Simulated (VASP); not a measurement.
# Mo(100), as cut: electronic structure, part 2 of 2

Aim: model Mo(100) by a slab and find how far its highest filled level lies below the vacuum.

VASP 6.6.1; LDA; plane waves and PAW (Mo).

So far: The starting structure; Potential and states of the slab.

### 2. Potential and states of the slab (continued)

Electrostatic potential energy in the ca plane at fractional y = 0.000, with atoms of Mo within 0.2 Å of it. With pseudopotentials it is smooth inside the atoms' cores, unlike the true potential.

Ten even steps from '0' (-28 eV) to '9' (4 eV), each cell a mean:
```
87410025886300036885200147884100247999999999
98632347898532357987422368986422468999999999
99876678998866688998766788998766789999999999
99988899889988899889988898899988999999999999
99888889988887889998887888899888899999999999
98754468998654568998644578987544578999999999
87421136887410147886310257985211258999999999
86310015886200026885100037874100147899999999
```
Columns run along c (16.0 Å, from fractional 0.27 to 0.85 of the cell; values clipped at the 3rd and 97th percentile), rows up along a (3.1 Å). Atoms in or near the plane, at fractional coordinates: Mo at (0.33, 0.00), Mo at (0.44, 0.00), Mo at (0.56, 0.00), Mo at (0.67, 0.00).

ELF in the ca plane at fractional y = 0.000, with atoms of Mo within 0.2 Å of it. It is the smooth field of the valence electrons, not physical close to the nuclei.

Ten even steps from '0' (0.00) to '9' (0.50), each cell a mean:
```
11100013784200013873100024863000111100000000
22321146896420246996411257986311332210000222
34444468998743469998643579998544444321000012
56677789889987899889977899889877765431100000
45555578889865589999755689888655555421000000
23332247997531257997521368996422333211000112
11210024785310035884200135874200121110000100
11100002673100003762000014752000011100000030
```
Columns run along c (16.0 Å, from fractional 0.27 to 0.85 of the cell), rows up along a (3.1 Å). Atoms in or near the plane, at fractional coordinates: Mo at (0.33, 0.00), Mo at (0.44, 0.00), Mo at (0.56, 0.00), Mo at (0.67, 0.00).

Valence density in the ca plane at fractional y = 0.000, with atoms of Mo within 0.2 Å of it. It is the smooth field of the valence electrons, not physical close to the nuclei.

Ten even steps from '0' (0.0 e/Å³) to '9' (1.2 e/Å³), each cell a mean:
```
01378753212467642222577632123578620000000000
00245442222344432222344432223455310000000000
00112222212222222222222222122222100000000000
00011121111211121112211121111111100000000000
00011222111222222112222221112221100000000000
00123332212233322222233322122333210000000000
00256643222456542222466532223566520000000000
01379743212479742122589632123589620000000000
```
Columns run along c (16.0 Å, from fractional 0.27 to 0.85 of the cell), rows up along a (3.1 Å). Atoms in or near the plane, at fractional coordinates: Mo at (0.33, 0.00), Mo at (0.44, 0.00), Mo at (0.56, 0.00), Mo at (0.67, 0.00).

Only the dipole across the slab is computed (IDIPOL = 3); zeros along the plane are no results.

The density of states holds every band computed, so its fall toward the upper end of the range is no gap.

The map of layer states is cut here 0.5 eV above the Fermi level, so it leaves out the states above that.

The vacuum level lies 4.29 eV above the Fermi level at the upper face; both faces agree, as the slab has next to no dipole.

The program found no field-free point at its default tolerance, but its printed level agrees with the flat part of the planar average.

On this mesh the fine structure of the density of states is sampling noise, and high empty states may be cut by the number of bands.

### 3. Putting the energies together

This step: slab, LDA; plane waves and PAW (VASP 6.6.1).

This step runs nothing: it gathers the runs above.

### 4. Slab, bad settings

This step: LDA; plane waves and PAW (Mo) (VASP 6.6.1).

As a lesson, the run is repeated with a fault in its input.

The input, INCAR:

```
SYSTEM = Mo
PREC = Normal
ENCUT = 300
EDIFF = 1E-06
NELM = 55
ISMEAR = -1
SIGMA = 0.1
LREAL = .FALSE.
ALGO = Fast
GGA = CA
NBANDS = 28
LORBIT = 11
LWAVE = .FALSE.
LCHARG = .FALSE.
KPAR = 2
IDIPOL = 3
LDIPOL = .TRUE.
DIPOL = 0.5 0.5 0.5
LVHAR = .TRUE.
LVACPOTAV = .TRUE.
IVDW = 14
```

The input, POSCAR:

```
Mo
1.0
    3.1500000000      0.0000000000      0.0000000000
    0.0000000000      3.1500000000      0.0000000000
    0.0000000000      0.0000000000     27.4500000000
Mo
7
Direct
    0.0000000000      0.0000000000      0.3278688525
    0.5000000000      0.5000000000      0.3852459016
    0.0000000000      0.0000000000      0.4426229508
    0.5000000000      0.5000000000      0.5000000000
    0.0000000000      0.0000000000      0.5573770492
    0.5000000000      0.5000000000      0.6147540984
    0.0000000000      0.0000000000      0.6721311475
```

The input, KPOINTS:

```
Automatic mesh
0
Gamma
13 13 1
0 0 0
```

Potentials, in the order of the species: Mo (LDA family, release 64).

On the command line:

```console
> mpirun -np 2 vasp_std
```

Numbers of over 12 decimals in the logs are rounded to 6 here.

Output:

```text
[banner, memory and clock lines left out]
running    2 mpi-ranks, on    1 nodes
[...]
LDA part: xc-table for (Slater(with rela. corr.)+CA(PZ))
 , standard interpolation
 POSCAR, INCAR and KPOINTS ok, starting setup
[...]
entering main loop
       N       E                     dE             d eps       ncg     rms          rms(c)
DAV:   1     0.148518978505E+03    0.14852E+03   -0.12205E+04  1568   0.772E+02
DAV:   2    -0.665691864466E+02   -0.21509E+03   -0.20506E+03  2128   0.193E+02
DAV:   3    -0.863288667385E+02   -0.19760E+02   -0.18956E+02  2160   0.576E+01
DAV:   4    -0.877696521092E+02   -0.14408E+01   -0.13910E+01  2592   0.139E+01
[...]
RMM:  27    -0.802881648539E+02   -0.12263E-05   -0.11001E-06  1037   0.207E-03    0.558E-04
RMM:  28    -0.802881675278E+02   -0.26739E-05   -0.66179E-07   940   0.182E-03    0.665E-04
RMM:  29    -0.802881681645E+02   -0.63669E-06   -0.48121E-07   836   0.158E-03
 [... a notice as in an earlier step ...]

 augmentation electrons   42.144092
 total        electrons   42.144092
 augmentation electrons   1121.14154487891
 total        electrons   1121.14154487891
 augmentation electrons   7.925732
 soft         electrons   34.218359
 total        electrons   42.144090
 translations:           2           2           0
 Frequency grid relative error: 0.999972

 Will use parallel mode: none
 Frequency grid relative error: 0.999972

 Will use parallel mode: none
|                                                                             |
|     EEEEEEE  RRRRRR   RRRRRR   OOOOOOO  RRRRRR      ###     ###     ###     |
|     E        R     R  R     R  O     O  R     R     ###     ###     ###     |
|     E        R     R  R     R  O     O  R     R     ###     ###     ###     |
|     EEEEE    RRRRRR   RRRRRR   O     O  RRRRRR       #       #       #      |
|     E        R   R    R   R    O     O  R   R                               |
|     E        R    R   R    R   O     O  R    R      ###     ###     ###     |
|     EEEEEEE  R     R  R     R  OOOOOOO  R     R     ###     ###     ###     |
|                                                                             |
|     libmdb init error: Damping parameter beta for MBD not specified         |
|                                                                             |
|       ---->  I REFUSE TO CONTINUE WITH THIS SICK JOB ... BYE!!! <----       |
|                                                                             |

1
1
```

Elapsed: 62 s, on 2 MPI ranks of AMD EPYC 7R43, shared host.

The program stopped with the error in its log, at the set-up of the dispersion method that IVDW = 14 asks for.

### 5. Outcome

| Quantity | Value |
| --- | --- |
| work function of the slab | 4.29 eV |

In words: The work function is 4.29 eV at both faces. No atom was relaxed. The cell in the plane was kept as given and was not relaxed here.

[Lines on the potential files, build, host, timing and source positions are cut from VASP's logs without a mark.]

[Logs are printed without paths, hosts, clocks, repeated set-up lines and the standing remarks that a program may print on its own settings, such as how far it seeks lower states.]

[Hosts, paths, dates, database ids (printed as entryN), source tags and the programs' standing remarks are cut or masked in the printed files.]

[In band tables of VASP the shares of atoms and orbitals are scaled to a sum of 1 inside the atoms' spheres.]

[Runs that stopped without an error message from VASP are left out.]
